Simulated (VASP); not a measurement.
Write the native input for VASP 6.6.1 that does the following.

| Property | Result |
| --- | --- |
| Task | relaxation of the atoms |
| Functional | RPBE |
| Dispersion | D3(BJ) |
| Potentials or basis | VASP PAW PBE potentials, release 64 (N_s, Zn, Br, H_s) |
| Cutoff | 400 eV |
| k mesh | 1 × 1 × 1 |
| Occupations | gaussian, width 0.01 eV |
| Spin | no spin polarisation |
| Further INCAR settings | ALGO = Normal; EDIFF = 1e-06; IBRION = 2; EDIFFG = -0.01; NSW = 40 |

The structure of NZnBrH2 lies in POSCAR:

```
ZnH2BrN
1.0
   13.0000000000      0.0000000000      0.0000000000
    0.0000000000     13.0000000000      0.0000000000
    0.0000000000      0.0000000000     12.0000000000
N Zn Br H
1 1 1 2
Direct
    0.4304153800      0.5884923100      0.4700458300
    0.5109692300      0.4882307700      0.5290375000
    0.6209153800      0.3718538500      0.5959541700
    0.3810846200      0.5658000000      0.4097125000
    0.3904846200      0.6313769200      0.5254458300
```

The input as run:

INCAR

```
ALGO = Normal
EDIFF = 1E-6
EDIFFG = -0.01
ENCUT = 400
GGA = RP
IBRION = 2
ISIF = 2
ISMEAR = 0
IVDW = 12
LASPH = True
LCHARG = False
LREAL = False
LWAVE = False
NELM = 80
NSW = 40
PREC = Accurate
SIGMA = 0.01
```

KPOINTS

```
k-points
0
Gamma
  1 1 1
```

Potentials or basis: VASP PAW PBE potentials, release 64 (N_s, Zn, Br, H_s).

Command:

```sh
$ cat potpaw_PBE.64/N_s/POTCAR potpaw_PBE.64/Zn/POTCAR potpaw_PBE.64/Br/POTCAR potpaw_PBE.64/H_s/POTCAR > POTCAR
$ mpirun -np 1 vasp_gam > vasp.out
```

Results of the run:

```json
{
 "Energy gained by relaxing": "4.0 meV/atom",
 "Ionic steps": "35",
 "Largest force after relaxing": "0.007 eV/Å",
 "Gap between the frontier levels": "4.08 eV",
 "Dispersion energy per atom": "-0.140 eV"
}
```

Caveat: the PAW data sets were made with another functional, which shifts forces and pressure a little.

Run time: 37 min on 1 thread of Intel(R) Xeon(R) Platinum 8259CL CPU @ 2.50GHz (Skylake/Cascade Lake), with other jobs on the host, peak memory 1.2 GiB.
